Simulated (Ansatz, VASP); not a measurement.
# WSe2: VASP beside Ansatz, part 2 of 2

One calculation is typed for both programs; each brings its own data sets. How far apart do they land? The cell is taken from a series of runs on this material, whose earlier steps may have relaxed, scaled, displaced or heated it; both programs get it as it stands.

VASP 6.6.1 and Ansatz 0.2.0.

So far: The starting structure; VASP: zone-centre phonons, LDA.

## Step 3: Ansatz: zone-centre phonons, LDA

Level of this step: Ansatz beside VASP: Kohn-Sham DFT, plane waves, LDA (Ansatz).

Ansatz runs on its PAW soft_1 files.

The same cell, functional (in two slightly different forms) and mesh now go to Ansatz.

Contents of input.yaml:

```yaml
crystal:
  lattice:
    - [3.2514764164, 0.0, 0.0]
    - [-1.6257382082, 2.8158611764, 0.0]
    - [0.0, 0.0, 13.1859589108]
  atoms:
    - { symbol: W, position: [0.3333333333, 0.6666666667, 0.25] }
    - { symbol: W, position: [0.6666666667, 0.3333333333, 0.75] }
    - { symbol: Se, position: [0.3333333333, 0.6666666667, 0.6237089413] }
    - { symbol: Se, position: [0.6666666667, 0.3333333333, 0.1237089413] }
    - { symbol: Se, position: [0.3333333333, 0.6666666667, 0.8762910587] }
    - { symbol: Se, position: [0.6666666667, 0.3333333333, 0.3762910587] }
kpoints:
  mp_grid: { grid: [6, 6, 1] }
hamiltonian:
  xc: lda
  pseudopotentials: { kind: paw, azcp: { folder: soft_1 }, xc_functional: pbe }
scf:
  occupations: { method: fixed }
output:
  eigenvalues: true
basis:
  ecutwfc: 260.0
phonons:
  method: dfpt
```

The run is started by

```console
$ ansatz run input.yaml --threads 4 --pin off --max-ram 15360MiB --backend cpu --events-out ev --progress --plain --runs-dir out
```

Numbers of over 12 decimals in the logs are rounded to 6 here.

Output:

```text
Warning: basis.ecutwfc = 260 eV is below the records' recommended 420 eV, and the density's cutoff is lower with it unless basis.ecutrho_ratio is high enough to keep the records' density cutoff: compare with a run at a higher cutoff
Engine: ansatz 0.2.0, aarch64-unknown-linux-gnu
Pseudopotentials: kind: paw
Pseudopotential: W, paw, valence charge 14, recommended cutoff 420 eV (normal), soft_1/W.paw.azcp
Pseudopotential: Se, paw, valence charge 16, recommended cutoff 420 eV (normal), soft_1/Se.paw.azcp
Functional definition: SPW92
  exchange = slater_x
  correlation = pw_c
Crystal: 6 atoms, lattice volume = 120.727 Å³
Basis set: ecut = 260 eV, 1181 PW (Γ), exchange–correlation on 36×36×144 points (8 copies of the dense FFT grid, shifted against one another)
Bands: 56, of which v1, the nominal top of the filled ones, is band 46 counted from 1 (45 counted from 0)
Symmetry: 24 space group operations
k-points: 13 of 36 (irreducible under 2 space group operations, time reversal used)
Non-local potential: W, projectors of the file, l = 0: 3, l = 1: 2, l = 2: 2, l = 3: 1
Non-local potential: Se, projectors of the file, l = 0: 2, l = 1: 2, l = 2: 3, l = 3: 1
PAW form: soft (Blöchl's): semilocal exchange-correlation on the pseudo side does not see the compensation charge
PAW frozen core: W, regenerated for the run's functional, and the local potential with it (the file was generated under x = pbe(κ = 0.804, μ = 0.219515), c = pbe(β = 0.066725))
PAW frozen core: Se, regenerated for the run's functional, and the local potential with it (the file was generated under x = pbe(κ = 0.804, μ = 0.219515), c = pbe(β = 0.066725))
PAW one-centre angular grid: W, 590 points (default); XC on 64 Gauss nodes
PAW one-centre angular grid: Se, 590 points (default); XC on 64 Gauss nodes
Initial density: superposition of atomic densities (chi_scale 0.1, normalization cell, long waves kept (reshape's long-wave potential 0.04 eV rms))
Initial wavefunctions: pseudopotential atomic-orbital guess
Functional: x = slater, c = lda
SCF iter   1: F=—  HF=-41797.881484 eV  |F-HF|=—  |Δ(HF+E_count)|=         —  Δρ=3.71e-2  dr2=6.40e0  ethr=3.10e-3  ⟨swp⟩=4.4  Hψ=2486  notcnv=0  defer=65
preconditioner: auto → Resta (q_TF=auto, 2.607 Å⁻¹)  ε∞=5.9  [insulator: Δε(μ)=0.993 eV  Ē_g=9.132 eV  n_scr=40 (ndim 8)  ℏωp=20.3 eV  f_vac=0.039  ε∞_Penn≈5.9]
SCF iter   2: F=—  HF=-41796.815275 eV  |F-HF|=—  |Δ(HF+E_count)|=    1.07e0  Δρ=2.26e-2  dr2=8.78e-1  ethr=3.10e-3  ⟨swp⟩=2.0  Hψ=981  notcnv=0  defer=62
SCF iter   3: F=—  HF=-41796.582225 eV  |F-HF|=—  |Δ(HF+E_count)|=   2.33e-1  Δρ=8.82e-3  dr2=2.75e-1  ethr=9.55e-4  ⟨swp⟩=2.0  Hψ=911  notcnv=0  defer=96
SCF iter   4: F=—  HF=-41796.515816 eV  |F-HF|=—  |Δ(HF+E_count)|=   6.64e-2  Δρ=2.18e-3  dr2=7.64e-3  ethr=2.99e-4  ⟨swp⟩=2.0  Hψ=904  notcnv=0  defer=98
SCF iter   5: F=—  HF=-41796.515192 eV  |F-HF|=—  |Δ(HF+E_count)|=   6.24e-4  Δρ=4.46e-4  dr2=3.66e-4  ethr=8.30e-6  ⟨swp⟩=2.0  Hψ=1038  notcnv=0  defer=104
SCF iter   6: F=—  HF=-41796.515181 eV  |F-HF|=—  |Δ(HF+E_count)|=   1.09e-5  Δρ=1.78e-4  dr2=4.66e-5  ethr=3.98e-7  ⟨swp⟩=2.0  Hψ=1263  notcnv=0  defer=80
SCF iter   7: F=—  HF=-41796.515178 eV  |F-HF|=—  |Δ(HF+E_count)|=   3.67e-6  Δρ=5.23e-5  dr2=3.61e-6  ethr=5.07e-8  ⟨swp⟩=2.0  Hψ=1263  notcnv=0  defer=37
SCF iter   8: F=—  HF=-41796.515189 eV  |F-HF|=—  |Δ(HF+E_count)|=   1.11e-5  Δρ=1.61e-5  dr2=3.02e-7  ethr=3.92e-9  ⟨swp⟩=2.0  Hψ=897  notcnv=0  defer=37
SCF iter   9: F=—  HF=-41796.515189 eV  |F-HF|=—  |Δ(HF+E_count)|=   2.13e-7  Δρ=2.59e-6  dr2=5.17e-9  ethr=3.29e-10  ⟨swp⟩=2.0  Hψ=854  notcnv=0  defer=37
SCF iter  10: F=—  HF=-41796.515189 eV  |F-HF|=—  |Δ(HF+E_count)|=   4.18e-9  Δρ=4.20e-7  dr2=1.96e-10  ethr=5.62e-12  ⟨swp⟩=2.0  Hψ=1080  notcnv=0  defer=37
SCF iter  11: F=-41796.515189 eV  HF=-41796.515189 eV  |F-HF|=0.00e0  |Δ(HF+E_count)|=  1.02e-10  Δρ=1.15e-7  dr2=1.62e-11  ethr=1.00e-12  ⟨swp⟩=12.8  Hψ=3500  notcnv=0
SCF 1 converged in 11 iterations: F = -41796.515189 eV  dr2 = 1.62e-11
  greatest PAW one-centre occupation: 0.999 electrons in one spin orbital (limit 2), on the Se atom at site 4 (counted from 0), in its partial waves of l = 2
NSCF: frozen V_eff on 7 k-points
NSCF: frozen V_eff on 7 k-points
DFPT response loops at q = (0, 0, 0) (fractional): preconditioner auto → Resta (q_TF=auto, 2.607 Å⁻¹)  ε∞=7.6 (no band partly filled); β = 1.00, the filter's whole step (`scf.mixing.beta` (0.50) is not read by the response loops at its default; to damp them type it under 1.00, their step now; it binds the ground state too); Anderson in place of MSR1; while a model of the screening serves, it and β = 1 on shorter waves in the place of filter and β
SCF converged after 11 iterations
Free energy (F): -41796.515189 eV
Harris-Foulkes:  -41796.515189 eV  (|F-HF|=0.00e0)
Internal energy: -41796.515189 eV  (E = F + TS)
E sigma→0 (E₀):  -41796.515189 eV
Fermi energy:    12.248388 eV
--- Per-component energies (eV) ---
  E_band       = -1769.237651
  E_kinetic    = 1296.199419
  E_local      = -12540.516412  (includes V_loc(G=0)·N_el)
  E_nonlocal   = -1411.300549
  E_hartree    = 6444.513637
  E_xc         = -874.192406
  E_vxc        = -829.806745  (∫ρ·V_xc dr)
  E_paw        = -24859.524124  (= ΣΔE_a)
  E_vpaw       = -1172.765571  (= ΣTr[D̂ρ^β])
  E_aug_tail   = -0.075128  (compensation charges beyond the density's cutoff)
  E_ewald      = -9861.055565
  E_core_change = 9.435938  (= ΣΔE_core)
  E_smearing   = -0.000000  (= −TS)
  E_closure    = 0.000000  (closes the sum)
  Σ components = -41796.515189   (vs F -41796.515189, Δ=0.00e0)
--- Band table (eV; the first three rows and the last of 13) ---
  k-point 0: bands = [... 42 lower, 10.8473, 11.0563, 11.1184, 12.2484, 15.0920, 15.0920, 15.1328, 15.1328, ... 6 higher]
  k-point 1: bands = [... 42 lower, 10.4986, 11.1657, 11.2516, 11.6376, 13.9758, 14.5726, 14.6596, 14.7297, ... 6 higher]
  k-point 2: bands = [... 42 lower, 10.5899, 10.8035, 10.8219, 10.9229, 13.8701, 14.3510, 14.4960, 14.6527, ... 6 higher]
  k-point 12: bands = [... 42 lower, 9.8770, 10.1488, 11.3870, 11.5549, 13.9299, 14.5593, 14.8502, 14.8908, ... 6 higher]
--- Phonons (Γ-DFPT): 4 representative perturbations + reference (Σ response iterations 23) ---
  ASR residual: 2.017e-5 → 0.000e0 eV/Å²; symmetrization residual: 5.274e-6 eV/Å²
  ASR residual per site (eV/Å²): 7.94e-6 7.94e-6 2.02e-5 2.02e-5 2.02e-5 2.02e-5
  Γ frequencies (cm⁻¹): 0.00 0.00 0.00 13.40 14.64 14.64 174.03 174.03 174.37 174.37 247.51 247.51 247.70 247.70 249.59 250.63 309.09 309.34
  non-analytic LO–TO correction: not included (Born effective charges unavailable; polar crystals: no LO–TO splitting at Γ)
```

The column dr2 measures how far the density is from self-consistency, as an energy; F and HF (Harris–Foulkes) agree once it is small.

## Step 4: Comparison

Known differences besides the potentials themselves: the two LDA forms differ slightly; fixed occupations in Ansatz, narrow Gaussian smearing in VASP; the data sets hold 92 valence electrons in Ansatz (on its PAW soft_1 files) and 36 in VASP; the cutoff is 260 eV in Ansatz and 600 eV in VASP; VASP's log shows a relativistic correction to its local exchange, Ansatz's none; Ansatz's log warns that its cutoff lies below the recommended one. Total energies have different zeros and are not compared.

Zone-centre modes by rising frequency (cm⁻¹; imaginary ones negative):

| program | modes |
| --- | --- |
| Ansatz | 0.0, 0.0, 0.0, 13.4, 14.6, 14.6, 174.0, 174.0, 174.4, 174.4, 247.5, 247.5, 247.7, 247.7, 249.6, 250.6, 309.1, 309.3 |
| VASP | 0.0, 0.0, 0.0, 19.2, 19.2, 24.9, 175.9, 175.9, 176.0, 176.0, 249.2, 249.2, 249.7, 249.7, 253.7, 255.0, 310.7, 311.9 |

The two lists differ in the order or number of single and degenerate modes, so they aren't paired one by one; the r.m.s. figure in the results sets the two lists side by side in order.

## Step 5: Results

```json
{"r.m.s. difference of the optical zone-centre modes, each program's sorted by frequency (zone-centre phonons, LDA)": "3.9 cm⁻¹"}
```

**Reading.** The r.m.s. difference of the optical zone-centre modes, each program's sorted by frequency is 3.9 cm⁻¹ (zone-centre phonons, LDA). The data sets hold unlike numbers of valence electrons (92 in Ansatz and 36 in VASP), so part of the differences comes from the potentials. Ansatz's own log doubts the convergence of its zone-centre phonons, LDA run, which may account for the difference. 1 further run of this series is not shown here. How closely two codes agree says nothing of how well the functional describes the real material.

[Lines on the potential files, build, host, timing and source positions are cut from VASP's logs without a mark.]

[Logs are printed without paths, hosts, clocks, repeated set-up lines and the standing remarks that a program may print on its own settings, such as how far it seeks lower states.]

[Hosts, paths, dates, database ids (printed as entryN), source tags and the programs' standing remarks are cut or masked in the printed files.]
